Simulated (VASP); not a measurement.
Calculation: r2SCAN meta-GGA, VASP's PBE PAW potentials (set 64) (plane waves; VASP 6.6.1).

A VASP calculation is set up with these files.

**KPOINTS**
```
Automatic mesh
0
gamma
14 14 14
```

File POSCAR:
```
Au
2.0008030
  0.0000000000   1.0000001354   1.0000001354
  1.0000001354   0.0000000000   1.0000001354
  1.0000001354   1.0000001354   0.0000000000
Au
1
Direct
  0.0000000000   0.0000000000   0.0000000000
```

**INCAR**
```
EDIFF = 1E-7
ISMEAR = 1   ! Methfessel-Paxton
LREAL = F
LCHARG = F
LMAXMIX = 6   ! l cut-off of mixed one-centre charges
PREC = Accurate
LASPH = T   ! aspherical one-centre terms
ENCUT = 480
ISIF = 2
SIGMA = 0.1   ! width (eV)
LMIXTAU = T
LWAVE = F
NELM = 100   ! most electronic steps
SYSTEM = Au
METAGGA = R2SCAN
ALGO = Normal   ! blocked Davidson
```

POTCAR, in this order: Au (PBE.64 set). Program: vasp_std.

Output of the run:

OSZICAR:
```
       N       E                     dE             d eps       ncg     rms          rms(c)
DAV:   1    -0.907037751245E+01   -0.90704E+01   -0.57228E+03  2009   0.106E+03
DAV:   2    -0.540252383490E+02   -0.44955E+02   -0.42635E+02  1958   0.202E+02
DAV:   3    -0.543781578777E+02   -0.35292E+00   -0.35161E+00  2190   0.188E+01
DAV:   4    -0.543792444863E+02   -0.10866E-02   -0.10866E-02  2120   0.107E+00
DAV:   5    -0.543792523187E+02   -0.78325E-05   -0.78319E-05  2117   0.859E-02    0.119E+01
DAV:   6    -0.501499709454E+02    0.42293E+01   -0.46207E+00  1902   0.214E+01    0.752E+00
DAV:   7    -0.504239603065E+02   -0.27399E+00   -0.54025E-01  1882   0.532E+00    0.488E+00
DAV:   8    -0.504806381332E+02   -0.56678E-01   -0.16800E-01  1884   0.305E+00    0.951E-01
DAV:   9    -0.505099552120E+02   -0.29317E-01   -0.25766E-02  1898   0.125E+00    0.124E-01
DAV:  10    -0.505106657783E+02   -0.71057E-03   -0.21446E-03  1924   0.412E-01    0.804E-02
DAV:  11    -0.505108502969E+02   -0.18452E-03   -0.28328E-04  2073   0.155E-01    0.115E-02
DAV:  12    -0.505109673401E+02   -0.11704E-03   -0.64088E-05  1909   0.769E-02    0.753E-03
DAV:  13    -0.505109887776E+02   -0.21437E-04   -0.19924E-05  2069   0.488E-02    0.174E-03
DAV:  14    -0.505109890934E+02   -0.31578E-06   -0.57441E-06  2086   0.187E-02    0.317E-03
DAV:  15    -0.505109899022E+02   -0.80878E-06   -0.79936E-07  1982   0.869E-03    0.948E-04
DAV:  16    -0.505109902373E+02   -0.33518E-06   -0.31826E-07  1486   0.439E-03    0.182E-04
DAV:  17    -0.505109902406E+02   -0.32499E-08   -0.96492E-09   942   0.898E-04
   1 F= -.50510990E+02 E0= -.50511124E+02  d E =0.401702E-03
```

**OUTCAR**
```
------------------------ aborting loop because EDIFF is reached ----------------------------------------
  FORCE on cell =-STRESS in cart. coord.  units (eV):
  Direction    XX          YY          ZZ          XY          YZ          ZX
  --------------------------------------------------------------------------------------
  Total        1.8817998      1.8817998      1.8817998     -0.0000000      0.0000000      0.0000000
  in kB      188.2091971    188.2091971    188.2091971     -0.0000000      0.0000000      0.0000000
  external PRESSURE =     188.2091971 kB  Pullay stress =       0.0000000 kB
  volume of cell :       16.02
      direct lattice vectors                 reciprocal lattice vectors
     0.000000000  2.000803271  2.000803271    -0.249899631  0.249899631  0.249899631
     2.000803271  0.000000000  2.000803271     0.249899631 -0.249899631  0.249899631
     2.000803271  2.000803271  0.000000000     0.249899631  0.249899631 -0.249899631
 POSITION                                       TOTAL-FORCE (eV/Angst)
 -----------------------------------------------------------------------------------
      0.00000      0.00000      0.00000        -0.000000      0.000000     -0.000000
 -----------------------------------------------------------------------------------
    total drift:                               -0.000000     -0.000000     -0.000000
  FREE ENERGIE OF THE ION-ELECTRON SYSTEM (eV)
  ---------------------------------------------------
  free  energy   TOTEN  =       -50.5109902406 eV

  energy  without entropy=      -50.5113919425  energy(sigma->0) =      -50.51112414
```
(Selected blocks of OUTCAR.)

The compound is Au in the fcc structure. This cell was strained or had an atom moved on purpose.
